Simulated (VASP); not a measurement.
These are PBEsol GGA, VASP's PBE PAW potentials (set 64) (plane waves; VASP) values and carry that method's errors.

The input files of a VASP run:

### POSCAR
```
RuAl
1
    2.9465027969     0.0000000000     0.0000000000
    0.0000000000     2.9465027969     0.0000000000
    0.0000000000     0.0000000000     2.9465027969
Al Ru
1 1
Direct
  0.5000000000   0.5000000000   0.5000000000
  0.0000000000   0.0000000000   0.0000000000
```

File KPOINTS:
```
Automatic mesh
0
Gamma
12 12 12
0 0 0
```

**INCAR**
```
ALGO=Normal
EDIFF=1E-7
ENCUT=520
GGA=PS
ISIF=2
ISMEAR=1
LASPH=.True.
LCHARG=.False.
LMAXMIX=4
LREAL=.False.
LWAVE=.False.
NELM=100
PREC=Accurate
SIGMA=0.1
SYSTEM=RuAl
```

POTCAR, in this order: Al Ru_pv (PBE.64 set). Program: vasp_std.

Problem. Predict the energy per atom (σ→0), pressure, band gap (on the k-mesh).

Solution. 
```
Item                                                         Value
------------------------  ----------------------------------------
energy per atom (σ→0)                               -7.755 eV/atom
band gap (on the k-mesh)  none (metal, semimetal or under 0.01 eV)
pressure                                                  6.99 GPa
```

### OSZICAR
```
...
DAV:   7    -0.155296899540E+02    0.73787E-01   -0.28152E-01  2128   0.644E+00    0.233E+00
DAV:   8    -0.155101747242E+02    0.19515E-01   -0.18475E-02  2212   0.125E+00    0.235E-01
DAV:   9    -0.155099995505E+02    0.17517E-03   -0.29972E-04  2376   0.150E-01    0.152E-01
DAV:  10    -0.155099928214E+02    0.67291E-05   -0.26884E-05  2592   0.673E-02    0.147E-02
DAV:  11    -0.155099913538E+02    0.14676E-05   -0.22195E-06  2352   0.203E-02    0.751E-03
DAV:  12    -0.155099909541E+02    0.39971E-06   -0.63061E-08  1324   0.273E-03    0.267E-04
DAV:  13    -0.155099909767E+02   -0.22643E-07   -0.73999E-09  1096   0.901E-04
   1 F= -.15509991E+02 E0= -.15509857E+02  d E =-.403268E-03
```

The compound is RuAl in the CsCl type structure. This cell is one point of a volume scan, at 0.97 of the reference volume. The electron count is odd and the run is not spin-polarised, which forces a metal.
